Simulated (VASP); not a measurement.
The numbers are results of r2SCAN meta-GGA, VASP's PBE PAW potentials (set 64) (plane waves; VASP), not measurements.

VASP ran on this input.

**POSCAR**
```
ErSi2
1
    0.0000000000     3.2273940938     3.2273940938
    3.2273940938    -0.0000000000     3.2273940938
    3.2273940938     3.2273940938    -0.0000000000
Er Si
1 2
Direct
  0.0000000000   0.0000000000   0.0000000000
  0.2500000000   0.2500000000   0.2500000000
  0.7500000000   0.7500000000   0.7500000000
```

INCAR:
```
ALGO = Normal
EDIFF = 1E-6
EDIFFG = -0.02
ENCUT = 400
IBRION = 2
ISIF = 3
ISMEAR = 1
LASPH = .TRUE.
LCHARG = .FALSE.
LMAXMIX = 6
LMIXTAU = .TRUE.
LREAL = .FALSE.
LWAVE = .FALSE.
METAGGA = R2SCAN
NELM = 100
NSW = 60
PREC = Accurate
SIGMA = 0.1
SYSTEM = ErSi2
```

**KPOINTS**
```
Automatic mesh
0
Gamma
8 8 8
0 0 0
```

POTCAR, in this order: Er_3 Si (PBE.64 set). Program: vasp_std.

Output

### OSZICAR
```
       N       E                     dE             d eps       ncg     rms          rms(c)
DAV:   1    -0.720598068952E+01   -0.72060E+01   -0.66230E+03  1092   0.106E+03
DAV:   2    -0.511698743548E+02   -0.43964E+02   -0.41922E+02  1176   0.281E+02
DAV:   3    -0.527481539286E+02   -0.15783E+01   -0.15275E+01  1024   0.352E+01
DAV:   4    -0.528564955786E+02   -0.10834E+00   -0.10506E+00  1140   0.476E+00
DAV:   5    -0.528590899686E+02   -0.25944E-02   -0.25578E-02  1060   0.941E-01    0.307E+01
DAV:   6    -0.507934579923E+02    0.20656E+01   -0.52592E-01  1112   0.133E+01    0.168E+01
DAV:   7    -0.509735543399E+02   -0.18010E+00   -0.28456E-01  1132   0.661E+00    0.844E-01
DAV:   8    -0.506940737905E+02    0.27948E+00   -0.31554E-01  1072   0.608E+00    0.148E+00
DAV:   9    -0.508106525580E+02   -0.11658E+00   -0.50088E-02   968   0.242E+00    0.416E-01
DAV:  10    -0.508385665756E+02   -0.27914E-01   -0.22786E-02  1100   0.150E+00    0.254E-01
DAV:  11    -0.508334226928E+02    0.51439E-02   -0.50404E-03   876   0.737E-01    0.264E-01
DAV:  12    -0.508382596622E+02   -0.48370E-02   -0.14765E-03   908   0.387E-01    0.900E-02
DAV:  13    -0.508390820439E+02   -0.82238E-03   -0.13642E-03  1136   0.360E-01    0.529E-02
DAV:  14    -0.508391576477E+02   -0.75604E-04   -0.55717E-05  1152   0.775E-02    0.354E-02
DAV:  15    -0.508391794555E+02   -0.21808E-04   -0.20056E-05  1056   0.421E-02    0.492E-03
DAV:  16    -0.508391804650E+02   -0.10095E-05   -0.92459E-07   592   0.133E-02    0.318E-03
DAV:  17    -0.508391794656E+02    0.99941E-06   -0.23452E-07   508   0.174E-02
   1 F= -.50839179E+02 E0= -.50839978E+02  d E =-.508392E+02
       N       E                     dE             d eps       ncg     rms          rms(c)
DAV:   1    -0.509138489659E+02   -0.74669E-01   -0.16443E+00  1048   0.197E+01    0.242E+00
DAV:   2    -0.508711356829E+02    0.42713E-01   -0.10273E-01   944   0.566E+00    0.101E+00
DAV:   3    -0.508549309466E+02    0.16205E-01   -0.73374E-02  1184   0.512E+00    0.712E-01
DAV:   4    -0.508546040511E+02    0.32690E-03   -0.16027E-03  1064   0.428E-01    0.558E-01
DAV:   5    -0.508536206136E+02    0.98344E-03   -0.48496E-03  1148   0.436E-01    0.833E-02
DAV:   6    -0.508538120128E+02   -0.19140E-03   -0.35392E-04  1076   0.227E-01    0.658E-02
DAV:   7    -0.508533758803E+02    0.43613E-03   -0.42511E-04  1140   0.263E-01    0.192E-02
DAV:   8    -0.508537933785E+02   -0.41750E-03   -0.40268E-04  1028   0.236E-01    0.597E-03
DAV:   9    -0.508538290695E+02   -0.35691E-04   -0.17099E-05  1044   0.450E-02    0.516E-03
DAV:  10    -0.508538308037E+02   -0.17341E-05   -0.33248E-06   816   0.210E-02    0.124E-03
DAV:  11    -0.508538316170E+02   -0.81337E-06   -0.45412E-07   496   0.810E-03
   2 F= -.50853832E+02 E0= -.50854324E+02  d E =-.146522E-01
       N       E                     dE             d eps       ncg     rms          rms(c)
DAV:   1    -0.508594585544E+02   -0.56278E-02   -0.10204E-01  1052   0.535E+00    0.585E-01
DAV:   2    -0.508567237518E+02    0.27348E-02   -0.61505E-03   932   0.136E+00    0.246E-01
DAV:   3    -0.508556478114E+02    0.10759E-02   -0.44911E-03  1176   0.126E+00    0.175E-01
DAV:   4    -0.508556324148E+02    0.15397E-04   -0.10107E-04   984   0.108E-01    0.139E-01
DAV:   5    -0.508555890292E+02    0.43386E-04   -0.30352E-04  1156   0.115E-01    0.215E-02
DAV:   6    -0.508556100989E+02   -0.21070E-04   -0.23036E-05  1072   0.574E-02    0.171E-02
DAV:   7    -0.508555816439E+02    0.28455E-04   -0.31387E-05  1156   0.719E-02    0.529E-03
DAV:   8    -0.508556155849E+02   -0.33941E-04   -0.28346E-05  1024   0.620E-02    0.173E-03
DAV:   9    -0.508556163058E+02   -0.72090E-06   -0.75725E-07   488   0.984E-03
   3 F= -.50855616E+02 E0= -.50856202E+02  d E =-.164368E-01
```

**OUTCAR**
```
------------------------ aborting loop because EDIFF is reached ----------------------------------------
  FORCE on cell =-STRESS in cart. coord.  units (eV):
  Direction    XX          YY          ZZ          XY          YZ          ZX
  --------------------------------------------------------------------------------------
  Total       -0.0120815     -0.0120815     -0.0120815      0.0000000      0.0000000     -0.0000000
  in kB       -0.2781982     -0.2781982     -0.2781982      0.0000000      0.0000000     -0.0000000
  external PRESSURE =      -0.2781982 kB  Pullay stress =       0.0000000 kB
  volume of cell :       69.58
      direct lattice vectors                 reciprocal lattice vectors
     0.000000000  3.264494887  3.264494887    -0.153163052  0.153163052  0.153163052
     3.264494887  0.000000000  3.264494887     0.153163052 -0.153163052  0.153163052
     3.264494887  3.264494887 -0.000000000     0.153163052  0.153163052 -0.153163052
 POSITION                                       TOTAL-FORCE (eV/Angst)
 -----------------------------------------------------------------------------------
      0.00000      0.00000      0.00000         0.000000      0.000000      0.000000
      1.63225      1.63225      1.63225        -0.000000     -0.000000     -0.000000
      4.89674      4.89674      4.89674         0.000000      0.000000      0.000000
 -----------------------------------------------------------------------------------
    total drift:                                0.000000     -0.000000     -0.000000
  FREE ENERGIE OF THE ION-ELECTRON SYSTEM (eV)
  ---------------------------------------------------
  free  energy   TOTEN  =       -50.8556163058 eV

  energy  without entropy=      -50.8573733441  energy(sigma->0) =      -50.85620199

 reached required accuracy - stopping structural energy minimisation
```
(Selected blocks of OUTCAR.)

### CONTCAR
```
ErSi2
   1.00000000000000
     0.0000000000000000    3.2644948870587771    3.2644948870587771
     3.2644948870587771    0.0000000000000000    3.2644948870587771
     3.2644948870587771    3.2644948870587771   -0.0000000000000000
  Er              Si
     1     2
Direct
     0.0000000000000000    0.0000000000000000    0.0000000000000000
     0.2500000000000000    0.2500000000000000    0.2500000000000000
     0.7500000000000000    0.7500000000000000    0.7500000000000000
```

The 4f electrons are frozen in the core of the lanthanide potential, so 4f levels, which can set the real gap, and their magnetism are missing. Energy and stress use the plane-wave basis of the starting cell.

The structure was generated: ErSi2 was put into the fluorite type (Fm-3m), which need not be its known phase. This run relaxes it. Symmetry was kept, so distortions that lower it aren't found. The start is the result of an earlier pass. The electron count is odd and the run is not spin-polarised, which forces a metal.
